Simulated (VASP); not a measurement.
Output of a VASP run:

### OSZICAR
```
       N       E                     dE             d eps       ncg     rms          rms(c)
DAV:   1    -0.187178018338E+02   -0.18718E+02   -0.67746E-01   745   0.704E+00    0.167E+00
DAV:   2    -0.187305885710E+02   -0.12787E-01   -0.39158E-02   773   0.166E+00    0.114E+00
DAV:   3    -0.187303344871E+02    0.25408E-03   -0.26398E-03   731   0.374E-01    0.707E-01
DAV:   4    -0.187299199245E+02    0.41456E-03   -0.64362E-04   738   0.246E-01    0.413E-01
DAV:   5    -0.187298363462E+02    0.83578E-04   -0.11583E-04   780   0.766E-02    0.235E-01
DAV:   6    -0.187298030223E+02    0.33324E-04   -0.27059E-05   587   0.514E-02    0.133E-01
DAV:   7    -0.187297950552E+02    0.79671E-05   -0.11426E-05   544   0.257E-02
   1 F= -.18729795E+02 E0= -.18729795E+02  d E =-.119085E-12
```

OUTCAR:
```
------------------------ aborting loop because EDIFF is reached ----------------------------------------
  volume of cell :      257.34
      direct lattice vectors                 reciprocal lattice vectors
     3.572031026  0.000000000  0.000000000     0.279952776  0.161630808  0.000000000
    -1.786015513  3.093469654  0.000000000     0.000000000  0.323261616  0.000000000
     0.000000000  0.000000000 23.288434926     0.000000000  0.000000000  0.042939768
 POSITION                                       TOTAL-FORCE (eV/Angst)
 -----------------------------------------------------------------------------------
      1.78602      1.03116     10.41677        -0.000000      0.000000      0.403807
     -0.00000      2.06231     12.87166         0.000000     -0.000000     -0.403807
      0.00000      0.00000     11.64422        -0.000000      0.000000      0.000000
 -----------------------------------------------------------------------------------
    total drift:                                0.000001      0.000003      0.000154
  FREE ENERGIE OF THE ION-ELECTRON SYSTEM (eV)
  ---------------------------------------------------
  free  energy   TOTEN  =       -18.7297950552 eV

  energy  without entropy=      -18.7297950552  energy(sigma->0) =      -18.72979506

  exchange ACFDT corr.  =         0.00000000  see jH, gK, PRB 81, 115126
```
(Selected blocks of OUTCAR.)

POSCAR:
```
PtS2 monolayer
1
    3.5720310262     0.0000000000     0.0000000000
   -1.7860155131     3.0934696538    -0.0000000000
    0.0000000000    -0.0000000000    23.2884349261
S Pt
2 1
Direct
  0.6666670000   0.3333330000   0.4472938821
  0.3333330000   0.6666670000   0.5527061179
  0.0000000000   0.0000000000   0.5000000000
```

Question: Reconstruct the remaining input files.

Answer: One answer among several that fit: the input of the run itself, HSE06 screened hybrid (exact exchange on a k-mesh reduced by 3x3x1), plane waves, VASP's PBE PAW potentials (set 64).

INCAR:
```
SYSTEM = PtS2 monolayer
PREC = Normal
ENCUT = 400
EDIFF = 1E-5
NELM = 50
ALGO = Normal
LREAL = .FALSE.
LASPH = .TRUE.
ISMEAR = 0
SIGMA = 0.05
GGA = PE
LMAXMIX = 6
LWAVE = .FALSE.
LCHARG = .FALSE.
NELMIN = 4
HFSCREEN = 0.2
AEXX = 0.25
LHFCALC = .TRUE.
PRECFOCK = Fast
ISYM = 3
ISIF = 0
LVHAR = .TRUE.
NKREDX = 3
NKREDY = 3
```

**KPOINTS**
```
Automatic
0
G
12 12 1
0 0 0
```

POTCAR, in this order: S Pt (PBE.64 set). Program: vasp_std. Read from the step before: WAVECAR.

Exact exchange is summed on a reduced mesh (NKRED).

The cell is a sheet with vacuum, built from PtS2 (1T layered). The cell's shape comes from a PBE relaxation.
